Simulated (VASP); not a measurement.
Data:

```xyz
3
Lattice="1.5143 -2.7321 0.0000 1.5143 2.7321 0.0000 0.0000 0.0000 3.3715" Properties=species:S:1:pos:R:3 pbc="T T T"
Zr     0.0000     0.0000     0.0000
B      1.5143     0.9107     1.6857
B      1.5143    -0.9107     1.6857
```

Computed with PBEsol GGA, VASP's PBE PAW potentials (set 64) (plane waves; VASP). Numerical set-up: 600 eV cut-off, 10×10×8 Γ-centred mesh, first-order Methfessel-Paxton smearing of 0.10 eV, potentials Zr_sv B.

What does the run give for the energy per atom (σ→0), pressure, largest force, band gap (on the k-mesh) with the smallest direct gap where there is one?

band gap (on the k-mesh): none (metal, semimetal or under 0.01 eV)
energy per atom (σ→0): -8.727 eV/atom
pressure: 24.09 GPa
largest force: 0.070 eV/Å

Total energies compare only between runs with the same potentials, cut-off and functional.

The compound is ZrB2 in the AlB2 type structure. This cell was strained or had an atom moved on purpose.
